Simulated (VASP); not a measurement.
```yaml
crystal:
  lattice:
    - [3.80743, 0.00000, 0.00000]
    - [0.00000, 3.80743, 0.00000]
    - [0.00000, 0.00000, 5.37348]
  atoms:
    - { symbol: Mg, position: [0.50000, 0.50000, 0.50000] }
    - { symbol: Cd, position: [0.00000, 0.00000, 0.00000] }
    - { symbol: S, position: [0.00000, 0.00000, 0.50000] }
    - { symbol: S, position: [0.50000, 0.50000, 0.00000] }
```

Method: HSE06 screened hybrid, VASP's PBE PAW potentials (set 64) (plane waves; VASP 6.6.1). Settings: 400 eV cut-off, 4×4×4 Γ-centred mesh, Gaussian smearing of 0.050 eV, potentials Mg Cd S.

Give the stress tensor in GPa (positive for a compressed cell).

```
-1.57   0.00   0.00
 0.00  -1.57   0.00
 0.00   0.00  -1.85
```
The pressure is its mean diagonal, -1.66 GPa.

The structure comes from a computed database's MgCdS2 entry (P4/mmm); how it stands against other phases isn't given here. It was relaxed first. The cell's shape comes from a PBE relaxation.
